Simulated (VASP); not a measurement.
Write the native input for VASP 6.6.1 that does the following.

| Item | Value |
| --- | --- |
| Task | relaxation of cell and atoms |
| Functional | r2SCAN |
| Dispersion | rVV10 |
| Potentials or basis | VASP PAW PBE potentials, release 64 (Ta_pv) |
| Cutoff | 520 eV |
| k mesh | 18 × 18 × 18 |
| Occupations | gaussian, width 0.1 eV |
| Spin | no spin polarisation |
| Further INCAR settings | ALGO = Normal; EDIFF = 1e-07; IBRION = 2; EDIFFG = -0.002; NSW = 80; ISIF = 3 |

The structure of Ta lies in POSCAR:

```
Ta                                      
1.0
   -1.6509041151      1.6509041151      1.6509041151
    1.6509041151     -1.6509041151      1.6509041151
    1.6509041151      1.6509041151     -1.6509041151
  Ta            
     1
Direct
     0.0000000000000000    0.0000000000000000    0.0000000000000000
```

The input as run:

INCAR

```
SYSTEM = Ta
ALGO = Normal
BPARAM = 11.95
CPARAM = 0.0093
EDIFF = 1E-7
EDIFFG = -0.002
ENCUT = 520
IBRION = 2
ISIF = 3
ISMEAR = 0
IVDW_NL = 2
LASPH = .TRUE.
LCHARG = .FALSE.
LMIXTAU = .TRUE.
LREAL = .FALSE.
LUSE_VDW = .TRUE.
LWAVE = .FALSE.
METAGGA = R2SCAN
NELM = 60
NSW = 80
PREC = Accurate
SIGMA = 0.1
```

KPOINTS

```
k-points
0
G
  18 18 18
  0 0 0
```

Potentials or basis: VASP PAW PBE potentials, release 64 (Ta_pv).

The run is started by

```bash
$ cat potpaw_PBE.64/Ta_pv/POTCAR > POTCAR
$ mpirun -np 1 vasp_std > vasp.out
```

It gave:

| Property | Result |
| --- | --- |
| Pressure after relaxing | 0.0 GPa |
| Band gap on the k mesh | none (metal or under the smearing width) |

Caveat: the relaxation stopped at its first step, so nothing moved; the PAW data sets were made with another functional, which shifts forces and pressure a little.

Run time: 72 s on 1 thread of Intel(R) Xeon(R) 6975P-C (Granite Rapids), on a shared host, peak memory 0.23 GiB.
